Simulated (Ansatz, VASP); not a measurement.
# Cross-check of W2N between VASP and Ansatz

Wanted: the spread between two codes on one cell, functional and k mesh. The cell is taken from a series of runs on this material, whose earlier steps may have relaxed, scaled, displaced or heated it; both programs get it as it stands.

Program: Ansatz 0.2.0. Level of theory: plane waves, with VASP 6.6.1 beside it; PBE. Results are calculated unless marked as measured.

**1. Set-up**

The cell holds 3 atoms: 1 N and 2 W. Cell: a = 2.863 Å, b = 2.863 Å, c = 29.624 Å, α = 90.0°, β = 90.0°, γ = 120.0°. Vacuum lies along c.

Coordinates:

```xyz
3
Lattice="2.8631 0.0000 0.0000 -1.4315 2.4795 0.0000 0.0000 0.0000 29.6237" Properties=species:S:1:pos:R:3
N     0.0000    0.0000   10.0000
W     0.0000    1.6530   11.3827
W     1.4315    0.8265    8.6173
```

**2. VASP: zone-centre phonons, PBE**

Second derivatives magnify differences that forces hide, and they need a tight electronic threshold.

Lines of VASP's logs that name or quote its potential files are left out, and so is its time.

INCAR

```
SYSTEM = W2N
PREC = Accurate
ENCUT = 600
EDIFF = 1E-08
NELM = 120
ISMEAR = 1
SIGMA = 0.2
LREAL = .FALSE.
ALGO = Normal
GGA = PE
NBANDS = 14
LASPH = .TRUE.
LORBIT = 11
LWAVE = .FALSE.
LCHARG = .FALSE.
ISIF = 2
IBRION = 8
GGA_COMPAT = .FALSE.
NELMDL = -8
KPAR = 2
```

POSCAR

```
W2N
1.0
    2.8630638330      0.0000000000      0.0000000000
   -1.4315319165      2.4794860121      0.0000000000
    0.0000000000      0.0000000000     29.6237063742
N W
1 2
Direct
    0.0000000000      0.0000000000      0.3375674831
    0.3333333333      0.6666666667      0.3842427258
    0.6666666667      0.3333333333      0.2908922404
```

KPOINTS

```
Automatic mesh
0
Gamma
18 18 1
0 0 0
```

The projector-augmented-wave data sets are N and W (PBE family, release 64).

Started as:

```
mpirun -np 2 vasp_std
```

Numbers of over 12 decimals in the logs are rounded to 6 here.

The log of the run:

```text
[banner, memory and clock lines left out]
running    2 mpi-ranks, on    1 nodes
 distrk:  each k-point on    1 cores,    2 groups
 distr:  one band on    1 cores,    1 groups

 POSCAR found type information on POSCAR N W
 POSCAR found :  2 types and       3 ions
 LDA part: xc-table for (Slater+PW92), standard interpolation
 POSCAR, INCAR and KPOINTS ok, starting setup
 FFT: planning ... GRIDC
 FFT: planning ... GRID_SOFT
 FFT: planning ... GRID
 WAVECAR not read
 entering main loop
       N       E                     dE             d eps       ncg     rms          rms(c)
DAV:   1     0.125328967730E+03    0.12533E+03   -0.58836E+03  1036   0.956E+02
DAV:   2    -0.170247610265E+02   -0.14235E+03   -0.13521E+03  1868   0.190E+02
DAV:   3    -0.344890851053E+02   -0.17464E+02   -0.17034E+02  1444   0.826E+01
DAV:   4    -0.351088752332E+02   -0.61979E+00   -0.61175E+00  1508   0.178E+01
DAV:   5    -0.351280989359E+02   -0.19224E-01   -0.19198E-01  1482   0.258E+00
DAV:   6    -0.351288152808E+02   -0.71634E-03   -0.71615E-03  1622   0.406E-01
DAV:   7    -0.351288245498E+02   -0.92690E-05   -0.92685E-05  1490   0.416E-02
DAV:   8    -0.351288247155E+02   -0.16566E-06   -0.16555E-06  1612   0.449E-03    0.319E+01
DAV:   9    -0.318469426522E+02    0.32819E+01   -0.16016E+01  1524   0.284E+01    0.122E+01
DAV:  10    -0.314789825056E+02    0.36796E+00   -0.26657E+00  1384   0.128E+01    0.724E+00
DAV:  11    -0.313798906435E+02    0.99092E-01   -0.51197E-01  1474   0.577E+00    0.970E-01
DAV:  12    -0.313707075453E+02    0.91831E-02   -0.47003E-02  1298   0.162E+00    0.624E-01
DAV:  13    -0.313701078105E+02    0.59973E-03   -0.42695E-03  1448   0.458E-01    0.761E-02
DAV:  14    -0.313699885719E+02    0.11924E-03   -0.36523E-04  1314   0.149E-01    0.320E-02
[...]
DAV:  22    -0.313700712579E+02   -0.60403E-05   -0.28429E-07  1152   0.138E-03    0.323E-04
DAV:  23    -0.313700730238E+02   -0.17659E-05   -0.27271E-08  1006   0.500E-04    0.108E-04
DAV:  24    -0.313700747809E+02   -0.17571E-05   -0.53514E-08  1008   0.526E-04    0.966E-05
DAV:  25    -0.313700751812E+02   -0.40036E-06   -0.79913E-09   942   0.252E-04    0.141E-04
DAV:  26    -0.313700753332E+02   -0.15197E-06   -0.20785E-09   808   0.142E-04    0.177E-05
DAV:  27    -0.313700753598E+02   -0.26625E-07   -0.27798E-10   620   0.651E-05    0.562E-06
DAV:  28    -0.313700753797E+02   -0.19912E-07   -0.29543E-10   656   0.493E-05    0.743E-06
DAV:  29    -0.313700753819E+02   -0.21437E-08   -0.15503E-11   590   0.221E-05
   1 F= -.31370075E+02 E0= -.31371438E+02  d E =0.408685E-02
 Linear response reoptimize wavefunctions to high precision
DAV:   1    -0.313700753837E+02   -0.18299E-08    0.11632E-11   740   0.143E-05
DAV:   2    -0.313700753837E+02    0.32742E-10    0.28370E-11   590   0.583E-06
 Linear response DOF=           4
 Linear response progress:
  Degree of freedom:   1/  4
       N       E                     dE             d eps       ncg     rms          rms(c)
RMM:   1    -0.223608169431E+00   -0.22361E+00    0.22699E-01  5837   0.321E+00
RMM:   2    -0.226334772626E+00   -0.27266E-02   -0.10152E-02  4164   0.702E-01    0.266E-01
RMM:   3    -0.227456822389E+00   -0.11220E-02   -0.13631E-03  4272   0.212E-01    0.146E-01
RMM:   4    -0.229103869524E+00   -0.16470E-02   -0.59992E-04  3898   0.157E-01    0.266E-02
RMM:   5    -0.229027279868E+00    0.76590E-04   -0.42833E-05  4609   0.424E-02    0.462E-03
RMM:   6    -0.228978983689E+00    0.48296E-04   -0.26259E-06  4658   0.889E-03    0.105E-03
RMM:   7    -0.228966091374E+00    0.12892E-04   -0.27118E-07  4788   0.189E-03    0.478E-04
RMM:   8    -0.228965507876E+00    0.58350E-06   -0.12893E-07  4844   0.548E-04    0.126E-04
RMM:   9    -0.228965814930E+00   -0.30705E-06   -0.32761E-08  4918   0.195E-04    0.515E-05
RMM:  10    -0.228965718773E+00    0.96157E-07   -0.36491E-08  4916   0.697E-05    0.139E-05
RMM:  11    -0.228965669660E+00    0.49113E-07   -0.55232E-09  4729   0.366E-05    0.548E-06
RMM:  12    -0.228965735626E+00   -0.65966E-07   -0.14500E-08  4807   0.211E-05    0.132E-06
RMM:  13    -0.228965739308E+00   -0.36824E-08   -0.71334E-10  4917   0.131E-05    0.752E-07
 first order change of Fermi-energy  -0.69809E-02
 force on displaced ion       1 direction 1 :  -3.370   0.000   0.000
 Linear response progress:
  Degree of freedom:   2/  4
       N       E                     dE             d eps       ncg     rms          rms(c)
RMM:   1    -0.267292139981E+00   -0.26729E+00    0.31075E-01  2248   0.335E+00
RMM:   2    -0.270089113069E+00   -0.27970E-02   -0.90921E-03  1706   0.704E-01    0.637E-01
RMM:   3    -0.270890835621E+00   -0.80172E-03   -0.15160E-03  1728   0.234E-01    0.397E-01
RMM:   4    -0.276602019074E+00   -0.57112E-02   -0.32958E-03  1954   0.248E-01    0.301E-01
RMM:   5    -0.272588726606E+00    0.40133E-02   -0.21141E-03  1896   0.203E-01    0.318E-02
RMM:   6    -0.272300688812E+00    0.28804E-03   -0.12352E-04  1687   0.582E-02    0.694E-03
RMM:   7    -0.272265601409E+00    0.35087E-04   -0.13858E-05  1882   0.131E-02    0.263E-03
RMM:   8    -0.272245367142E+00    0.20234E-04   -0.25084E-06  1861   0.298E-03    0.990E-04
RMM:   9    -0.272243863190E+00    0.15040E-05   -0.34992E-07  1958   0.914E-04    0.212E-04
RMM:  10    -0.272244007145E+00   -0.14395E-06   -0.60120E-08  1859   0.346E-04    0.860E-05
RMM:  11    -0.272244146092E+00   -0.13895E-06    0.25355E-08  1854   0.224E-04    0.717E-05
RMM:  12    -0.272244193613E+00   -0.47521E-07    0.36493E-08  1855   0.216E-04    0.383E-05
RMM:  13    -0.272244147332E+00    0.46280E-07    0.23427E-08  1900   0.140E-04    0.207E-05
RMM:  14    -0.272244091066E+00    0.56266E-07    0.70448E-08  1868   0.867E-05    0.123E-05
RMM:  15    -0.272244076193E+00    0.14873E-07   -0.43542E-08  1910   0.978E-05    0.683E-06
RMM:  16    -0.272244090325E+00   -0.14133E-07    0.56493E-08  1896   0.467E-05    0.463E-06
RMM:  17    -0.272244096709E+00   -0.63834E-08   -0.52086E-09  1757   0.364E-05    0.102E-06
 first order change of Fermi-energy  -0.13181E-02
 force on displaced ion       1 direction 3 :  -0.000   0.000 -19.089
 Linear response progress:
  Degree of freedom:   3/  4
       N       E                     dE             d eps       ncg     rms          rms(c)
RMM:   1    -0.110167441101E+00   -0.11017E+00   -0.98934E-02  7805   0.201E+00
RMM:   2    -0.107595937793E+00    0.25715E-02   -0.47346E-03  7064   0.436E-01    0.202E-01
RMM:   3    -0.106612795900E+00    0.98314E-03   -0.71587E-04  7625   0.134E-01    0.120E-01
RMM:   4    -0.106037888589E+00    0.57491E-03   -0.61673E-04  7414   0.149E-01    0.177E-02
RMM:   5    -0.106059045153E+00   -0.21157E-04   -0.40309E-05  8449   0.224E-02    0.677E-03
RMM:   6    -0.106060671069E+00   -0.16259E-05   -0.42472E-06  8300   0.853E-03    0.543E-03
RMM:   7    -0.106061336451E+00   -0.66538E-06   -0.60879E-07  7951   0.400E-03    0.945E-04
RMM:   8    -0.106060611403E+00    0.72505E-06    0.10098E-07  8871   0.142E-03    0.228E-04
RMM:   9    -0.106060200363E+00    0.41104E-06    0.89737E-09  8970   0.366E-04    0.100E-04
RMM:  10    -0.106060023777E+00    0.17659E-06    0.17094E-08  8725   0.145E-04    0.278E-05
RMM:  11    -0.106059996429E+00    0.27348E-07   -0.14795E-08  9208   0.577E-05    0.683E-06
RMM:  12    -0.106060005727E+00   -0.92981E-08   -0.84849E-09  8743   0.237E-05    0.272E-06
 first order change of Fermi-energy   0.15395E-03
 force on displaced ion       2 direction 1 :  -3.259   0.002   0.001
 Linear response progress:
  Degree of freedom:   4/  4
       N       E                     dE             d eps       ncg     rms          rms(c)
RMM:   1    -0.158913583975E+00   -0.15891E+00   -0.96038E-02  1779   0.198E+00
RMM:   2    -0.155737533099E+00    0.31761E-02   -0.57465E-03  1611   0.487E-01    0.518E-01
RMM:   3    -0.155709119679E+00    0.28413E-04   -0.50948E-04  1801   0.119E-01    0.308E-01
RMM:   4    -0.159032376737E+00   -0.33233E-02   -0.28213E-03  2120   0.232E-01    0.292E-01
RMM:   5    -0.155762694576E+00    0.32697E-02   -0.17100E-03  2032   0.176E-01    0.261E-02
RMM:   6    -0.155766501292E+00   -0.38067E-05   -0.43530E-05  1854   0.346E-02    0.804E-03
RMM:   7    -0.155745014943E+00    0.21486E-04   -0.63232E-06  1833   0.124E-02    0.194E-03
RMM:   8    -0.155741472232E+00    0.35427E-05    0.33289E-06  1919   0.337E-03    0.740E-04
RMM:   9    -0.155740134657E+00    0.13376E-05    0.10403E-06  1873   0.102E-03    0.282E-04
RMM:  10    -0.155739226942E+00    0.90771E-06    0.53828E-07  1935   0.419E-04    0.794E-05
RMM:  11    -0.155739345313E+00   -0.11837E-06    0.26285E-08  1864   0.206E-04    0.365E-05
RMM:  12    -0.155739642821E+00   -0.29751E-06   -0.59953E-08  1890   0.120E-04    0.230E-05
RMM:  13    -0.155740069025E+00   -0.42620E-06   -0.81832E-08  1866   0.128E-04    0.172E-05
RMM:  14    -0.155740219653E+00   -0.15063E-06    0.55166E-08  1906   0.744E-05    0.607E-06
RMM:  15    -0.155740263679E+00   -0.44026E-07   -0.33211E-08  1923   0.368E-05    0.435E-06
RMM:  16    -0.155740296589E+00   -0.32910E-07   -0.15464E-08  1848   0.368E-05    0.235E-06
RMM:  17    -0.155740310156E+00   -0.13567E-07   -0.33171E-09  1761   0.279E-05    0.151E-06
RMM:  18    -0.155740313122E+00   -0.29668E-08   -0.30206E-09  1723   0.139E-05    0.578E-07
 first order change of Fermi-energy  -0.65189E+00
 force on displaced ion       2 direction 3 :   0.000   0.000 -11.183
 Linear response finished
```

Parts of OUTCAR (step 2):

```text
ion  position               nearest neighbor table
   1  0.000  0.000  0.338-   2 2.16   3 2.16   2 2.16   3 2.16   2 2.16   3 2.16
   2  0.333  0.667  0.384-   1 2.16   1 2.16   1 2.16   3 3.22   3 3.22   3 3.22
   3  0.667  0.333  0.291-   1 2.16   1 2.16   1 2.16   2 3.22   2 3.22   2 3.22

  LATTYP: Found a hexagonal cell.
 ALAT       =     2.8630638330
 C/A-ratio  =    10.3468550134

 Subroutine GETGRP returns: Found 12 space group operations
 (whereof  6 operations were pure point group operations)

The static configuration has the point symmetry C_3v.
 The point group associated with its full space group is D_3d.

 Found     37 irreducible k-points:

   k-points           NKPTS =     37   k-points in BZ     NKDIM =     37   number of bands    NBANDS=     14

   dimension x,y,z NGX =    24 NGY =   24 NGZ =  240
   dimension x,y,z NGXF=    48 NGYF=   48 NGZF=  480

   ENCUT  =  600.0 eV  44.10 Ry    6.64 a.u.   5.72  5.72 59.17*2*pi/ulx,y,z

   NELECT =      17.0000    total number of electrons

 k-points in reciprocal lattice and weights: Automatic mesh
   0.00000000  0.00000000  0.00000000       0.003
   0.05555556 -0.00000000  0.00000000       0.019
   0.11111111 -0.00000000  0.00000000       0.019
   0.16666667 -0.00000000  0.00000000       0.019
   0.22222222 -0.00000000  0.00000000       0.019
   0.27777778  0.00000000  0.00000000       0.019
   0.33333333 -0.00000000  0.00000000       0.019
   0.38888889 -0.00000000  0.00000000       0.019
   0.44444444 -0.00000000  0.00000000       0.019
[...]
0.33333333  0.27777778  0.00000000       0.037
   0.33333333  0.33333333  0.00000000       0.006

 average (electrostatic) potential at core
       1 -73.7060       2 -49.2476       3 -49.2476

  Total       -3.8298085     -3.8298085     -0.1521163      0.0000000      0.0000000      0.0000000
  in kB      -29.1780023    -29.1780023     -1.1589221      0.0000000      0.0000000      0.0000000
  external PRESSURE =     -19.8383089 kB  Pullay stress =       0.0000000 kB

  energy-cutoff  :      600.00
  volume of cell :      210.30
      direct lattice vectors                 reciprocal lattice vectors
     2.863063833  0.000000000  0.000000000     0.349276180  0.201654697  0.000000000
    -1.431531917  2.479486012  0.000000000     0.000000000  0.403309394  0.000000000
     0.000000000  0.000000000 29.623706374     0.000000000  0.000000000  0.033756748

 POSITION                                       TOTAL-FORCE (eV/Angst)
 -----------------------------------------------------------------------------------
      0.00000      0.00000     10.00000        -0.000000      0.000000     -0.000000
     -0.00000      1.65299     11.38269         0.000000     -0.000000     -0.042426
      1.43153      0.82650      8.61731        -0.000000      0.000000      0.042426
 -----------------------------------------------------------------------------------
    total drift:                               -0.000000      0.000000     -0.000004

 Eigenvectors and eigenvalues of the dynamical matrix
 ----------------------------------------------------

   1 f  =   18.600413 THz   116.869840 2PiTHz  620.442985 cm-1    76.925091 meV
             X         Y         Z           dx          dy          dz
      0.000000  0.000000 10.000000    -0.000000    0.000000    0.981388
     -0.000000  1.652991 11.382694    -0.000000    0.000000   -0.135789
      1.431532  0.826495  8.617306     0.000000   -0.000000   -0.135789

   2 f  =    7.814581 THz    49.100463 2PiTHz  260.666376 cm-1    32.318497 meV
             X         Y         Z           dx          dy          dz
      0.000000  0.000000 10.000000     0.000000    0.981440   -0.000000
     -0.000000  1.652991 11.382694    -0.000000   -0.135602   -0.000000
      1.431532  0.826495  8.617306    -0.000000   -0.135602   -0.000000

   3 f  =    7.814581 THz    49.100463 2PiTHz  260.666376 cm-1    32.318497 meV
             X         Y         Z           dx          dy          dz
      0.000000  0.000000 10.000000    -0.981440    0.000000   -0.000000
     -0.000000  1.652991 11.382694     0.135602   -0.000000    0.000000
      1.431532  0.826495  8.617306     0.135602   -0.000000   -0.000000

   4 f  =    4.119967 THz    25.886517 2PiTHz  137.427311 cm-1    17.038807 meV
             X         Y         Z           dx          dy          dz
      0.000000  0.000000 10.000000     0.000000   -0.000000    0.000000
     -0.000000  1.652991 11.382694    -0.000000    0.000000   -0.707107
      1.431532  0.826495  8.617306     0.000000   -0.000000    0.707107

   5 f  =    2.533712 THz    15.919783 2PiTHz   84.515539 cm-1    10.478587 meV
             X         Y         Z           dx          dy          dz
      0.000000  0.000000 10.000000    -0.000000    0.000000   -0.000000
     -0.000000  1.652991 11.382694    -0.000001    0.707107   -0.000000
      1.431532  0.826495  8.617306     0.000001   -0.707107   -0.000000

   6 f  =    2.533712 THz    15.919783 2PiTHz   84.515539 cm-1    10.478587 meV
             X         Y         Z           dx          dy          dz
      0.000000  0.000000 10.000000    -0.000000    0.000000    0.000000
     -0.000000  1.652991 11.382694     0.707107    0.000001   -0.000000
      1.431532  0.826495  8.617306    -0.707107   -0.000001    0.000000

   7 f/i=    0.001982 THz     0.012456 2PiTHz    0.066128 cm-1     0.008199 meV
             X         Y         Z           dx          dy          dz
      0.000000  0.000000 10.000000    -0.191415    0.011666    0.000000
     -0.000000  1.652991 11.382694    -0.692697    0.042217    0.000000
      1.431532  0.826495  8.617306    -0.692697    0.042217    0.000000

   8 f/i=    0.001982 THz     0.012456 2PiTHz    0.066128 cm-1     0.008199 meV
             X         Y         Z           dx          dy          dz
      0.000000  0.000000 10.000000     0.011666    0.191415    0.000000
     -0.000000  1.652991 11.382694     0.042217    0.692697    0.000000
      1.431532  0.826495  8.617306     0.042217    0.692697    0.000000

   9 f/i=    0.009725 THz     0.061101 2PiTHz    0.324375 cm-1     0.040217 meV
             X         Y         Z           dx          dy          dz
      0.000000  0.000000 10.000000    -0.000000    0.000000   -0.192035
     -0.000000  1.652991 11.382694    -0.000000    0.000000   -0.693946
      1.431532  0.826495  8.617306    -0.000000    0.000000   -0.693946

 ELASTIC MODULI CONTR FROM IONIC RELAXATION (kBar)
 Direction    XX          YY          ZZ          XY          YZ          ZX
 --------------------------------------------------------------------------------
 XX        -405.3202   -316.2609   -367.5403      0.0000     37.3106     -0.0000
 YY        -316.2609   -405.3202   -367.5403      0.0000    -37.3106     -0.0000
 ZZ        -367.5403   -367.5403   -374.4164      0.0000      0.0000     -0.0000
 XY           0.0000      0.0000      0.0000    -44.5296     -0.0000     66.1966
 YZ          37.3106    -37.3106      0.0000     -0.0000    -31.2618      0.0000
 ZX          -0.0000     -0.0000     -0.0000     66.1966      0.0000    -98.4063
 --------------------------------------------------------------------------------
```

This run has no spin polarisation, so a moment on W, if there is one, isn't seen. Its electron count is odd, so without a moment it is a metal by construction.

(Part 1 of 2 ends here.)

[Lines on the potential files, build, host, timing and source positions are cut from VASP's logs without a mark.]

[Logs are printed without paths, hosts, clocks, repeated set-up lines and the standing remarks that a program may print on its own settings, such as how far it seeks lower states.]

[Hosts, paths, dates, database ids (printed as entryN), source tags and the programs' standing remarks are cut or masked in the printed files.]
